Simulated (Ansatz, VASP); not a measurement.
**C3BrN: VASP beside Ansatz**

```
C Br N
1.0
     2.29979    1.32778    5.70682
    -2.29979    1.32778    5.70682
     0.00000   -2.65557    5.70682
C Br N
6 2 2
Cartesian
  -0.1958 1.3278 9.9869
  1.2478 -0.4943 9.9869
  0.1958 -1.3278 7.1335
  1.0520 0.8335 7.1335
  -1.2478 0.4943 7.1335
  -1.0520 -0.8335 9.9869
  0.0000 0.0000 4.2801
  0.0000 0.0000 12.8404
  0.0000 0.0000 0.0000
  0.0000 0.0000 8.5602
```

Alike in both runs: functional PBE; k mesh 6 × 6 × 6; occupations gaussian, width 0.1 eV; no spin polarisation.

Ansatz relaxed the structure, and its values are those at the end. VASP's run is a single point on that final structure, the one shown.

|  | VASP | Ansatz |
| --- | --- | --- |
| version | VASP 6.6.1 | Ansatz 0.2.0 |
| potentials or method | VASP PAW PBE potentials, release 64 (C, Br, N) | scalar-relativistic, plane waves, PAW |
| plane-wave cutoff (eV) | 520 | 420 |
| valence electrons in the cell | 48 | 48 |

|  | VASP | Ansatz | Ansatz less VASP |
| --- | --- | --- | --- |
| gap on the k mesh at the Fermi level (eV) | none | none | - |
| pressure (GPa) | 0.1 | 0.0 | -0.04 |
| rms of the force components (eV/Å) | 0.017 | 0.014 | -0.0033 |

A gap of «none» marks a metal or a gap that the smearing closes.
